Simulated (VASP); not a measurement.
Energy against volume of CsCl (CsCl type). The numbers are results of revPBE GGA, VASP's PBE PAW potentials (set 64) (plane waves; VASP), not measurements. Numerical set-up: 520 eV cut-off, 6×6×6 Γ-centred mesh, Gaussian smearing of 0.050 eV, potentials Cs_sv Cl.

| V (Å³/atom) | E (eV/atom) |
|---|---|
| 38.450 | -3.08239 |
| 39.678 | -3.08711 |
| 40.905 | -3.08891 |
| 42.132 | -3.08826 |

Q: Fit these four points and predict the energy of the run at 43.359 Å³/atom.

A: A cubic in V^(−2/3), the third-order Birch-Murnaghan form, passes through the four points with V0 = 41.16 Å³/atom and B0 = 10 GPa, and gives -3.0855 eV/atom there. The run gave -3.0856 eV/atom, -0.0 meV/atom from the fit; all five points give B0 = 10 GPa.

The compound is CsCl in the CsCl type structure. It was relaxed first, which changed the volume by +18 %.
